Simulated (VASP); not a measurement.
Set up this calculation in VASP 6.6.1, as the native input.

| Quantity | Value |
| --- | --- |
| Task | density of states |
| Functional | PBE |
| Potentials or basis | VASP PAW PBE potentials, release 64 (Zn, Cd, Se, S) |
| Cutoff | 520 eV |
| k mesh | 8 × 8 × 8 |
| Occupations | gaussian, width 0.03 eV |
| Spin | no spin polarisation |
| k mesh for the DOS | 12 × 12 × 12 |
| Occupations for the DOS | tetrahedron |
| Further INCAR settings | ALGO = Fast; EDIFF = 1e-07; NBANDS = 36 |

Crystal: ZnCd2SeS2.

```
CELL_PARAMETERS angstrom
-2.06190 2.06190 8.87398
2.06190 -2.06190 8.87398
2.06190 2.06190 -8.87398
ATOMIC_POSITIONS crystal
Zn 0.00000 0.00000 0.00000
Cd 0.34410 0.34410 0.00000
Cd 0.65590 0.65590 0.00000
Se 0.25000 0.75000 0.50000
S 0.56977 0.06977 0.50000
S 0.93023 0.43023 0.50000
```

The cell was built by a generator and needn't be a form met in nature.

These files were run (other wordings do the same):

POSCAR

```
ZnCd2SeS2
1.0
   -2.0619000000      2.0619000000      8.8739800000
    2.0619000000     -2.0619000000      8.8739800000
    2.0619000000      2.0619000000     -8.8739800000
Zn Cd Se S
1 2 1 2
Direct
    0.0000000000      0.0000000000      0.0000000000
    0.3441010000      0.3441010000      0.0000000000
    0.6558990000      0.6558990000      0.0000000000
    0.2500000000      0.7500000000      0.5000000000
    0.5697670000      0.0697670000      0.5000000000
    0.9302330000      0.4302330000      0.5000000000
```

INCAR.step1

```
  ALGO = Fast
  EDIFF = 1E-7
  ENCUT = 520
  GGA = PE
  ISIF = 2
  ISMEAR = 0
  KPAR = 4
  LASPH = T
  LCHARG = T
  LREAL = F
  LWAVE = F
  NBANDS = 36
  NELM = 100
  PREC = Accurate
  SIGMA = 0.03
```

KPOINTS.step1

```
k-points
0
Gamma
  8 8 8
```

INCAR.step2

```
  ALGO = Fast
  EDIFF = 1E-7
  ENCUT = 520
  GGA = PE
  ICHARG = 11
  ISIF = 2
  ISMEAR = -5
  KPAR = 4
  LASPH = T
  LCHARG = F
  LORBIT = 11
  LREAL = F
  LWAVE = F
  NBANDS = 36
  NEDOS = 1001
  NELM = 100
  PREC = Accurate
  SIGMA = 0.03
```

KPOINTS.step2

```
k-points
0
Gamma
  12 12 12
```

Potentials or basis: VASP PAW PBE potentials, release 64 (Zn, Cd, Se, S).

The run is started by

```console
$ cat potpaw_PBE.64/Zn/POTCAR potpaw_PBE.64/Cd/POTCAR potpaw_PBE.64/Se/POTCAR potpaw_PBE.64/S/POTCAR > POTCAR
$ cp INCAR.step1 INCAR
$ cp KPOINTS.step1 KPOINTS
$ mpirun -np 4 vasp_std > vasp.out
$ cp INCAR.step2 INCAR
$ cp KPOINTS.step2 KPOINTS
$ mpirun -np 4 vasp_std > vasp.out
```

Results of the run:

The valence electrons inside the program's atomic spheres are Zn 10.70; Cd 10.29; Se 3.85; S 3.71.

Wall time 12 min on 4 MPI ranks on Intel(R) Xeon(R) 6975P-C (Granite Rapids) (shared host), peak memory 1.3 GiB a rank.
